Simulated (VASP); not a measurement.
TiBr2, 3 atoms in the cell. The structure is trigonal, space group R-3m (No. 166). Conventional cell: a = 4.143 Å, b = 4.143 Å, c = 18.790 Å, α = 90.00°, β = 90.00°, γ = 120.00°. Ti (site symmetry -3m) has 6 Br at 2.84 Å as nearest neighbours. Around Br (site symmetry 3m) lie 3 Ti at 2.84 Å. The cell was built by a generator and needn't be a form met in nature.

```yaml
Program: VASP 6.6.1
Task: single point
Functional: LDA
Potentials_or_basis: VASP PAW LDA potentials, release 64 (Ti_sv, Br)
Cutoff: 520 eV
k_mesh: 5 × 5 × 5
Occupations: gaussian, width 0.05 eV
Spin: collinear spin, ferromagnetic start
Starting_moments: "[1.0, 0.0, 0.0] μB"
Fixed_moment: 4 μB
Hubbard_terms: Ti d U = 6 eV
Further_INCAR_settings: ALGO = Normal; EDIFF = 1e-06; NBANDS = 24
```

Potentials or basis: VASP PAW LDA potentials, release 64 (Ti_sv, Br).

Launch:

```sh
$ cat potpaw_LDA.64/Ti_sv/POTCAR potpaw_LDA.64/Br/POTCAR > POTCAR
$ mpirun -np 1 vasp_std > vasp.out
```

Hardware: 1 thread of Intel(R) Xeon(R) Platinum 8488C (Sapphire Rapids), with other jobs on the host.

Problem. How long does it take, and how much memory?

Solution. Run time: 4.2 min on 1 thread of Intel(R) Xeon(R) Platinum 8488C (Sapphire Rapids), on a shared host, peak memory 0.32 GiB. Counts: scf iterations 18, k points 19.
